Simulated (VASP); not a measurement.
Computed with PBE GGA, VASP's PBE PAW potentials (set 64) (plane waves; VASP).

A VASP calculation is set up with these files.

INCAR:
```
# general
SYSTEM  = GaP
PREC    = Accurate
ENCUT   = 480
LREAL   = .FALSE.
LASPH   = .TRUE.

# electronic loop
EDIFF   = 1E-6
NELM    = 100
ALGO    = Normal
LMAXMIX = 4

# smearing
ISMEAR  = 0
SIGMA   = 0.05

# functional
GGA     = PE

# ions
IBRION  = 2
NSW     = 60
ISIF    = 3
EDIFFG  = -0.01

# output
LWAVE   = .FALSE.
LCHARG  = .FALSE.
```

### KPOINTS
```
Automatic mesh
0
Gamma
8 8 8
0 0 0
```

**POSCAR**
```
GaP
1.0
  0.0000000000   2.7667773021   2.7667773021
  2.7667773021   0.0000000000   2.7667773021
  2.7667773021   2.7667773021   0.0000000000
Ga P
1 1
Cart
  0.0000000000   0.0000000000   0.0000000000
  1.3833886510   1.3833886510   1.3833886510
```

POTCAR, in this order: Ga P (PBE.64 set). Program: vasp_std.

Task: Predict the energy per atom (σ→0), band gap (on the k-mesh).

Result: 
```json
{
  "energy per atom (σ→0)": "-439.3 kJ/mol of atoms",
  "band gap (on the k-mesh)": "1.52 eV"
}
```

File OSZICAR:
```
...
DAV:   7    -0.910641289752E+01    0.38650E-01   -0.16928E-01   632   0.213E+00    0.117E+00
DAV:   8    -0.910491138282E+01    0.15015E-02   -0.13561E-02   552   0.715E-01    0.120E-01
DAV:   9    -0.910506279602E+01   -0.15141E-03   -0.49973E-04   680   0.163E-01    0.776E-02
DAV:  10    -0.910524641056E+01   -0.18361E-03   -0.28119E-04   552   0.124E-01    0.177E-02
DAV:  11    -0.910524661666E+01   -0.20610E-06   -0.16268E-05   672   0.203E-02    0.582E-03
DAV:  12    -0.910524782131E+01   -0.12046E-05   -0.21772E-06   512   0.119E-02    0.149E-03
DAV:  13    -0.910524798603E+01   -0.16473E-06   -0.66510E-08   296   0.158E-03
   1 F= -.91052480E+01 E0= -.91052480E+01  d E =-.910525E+01
```

The compound is GaP in the zinc blende structure. It was relaxed first. The start is the result of an earlier pass.
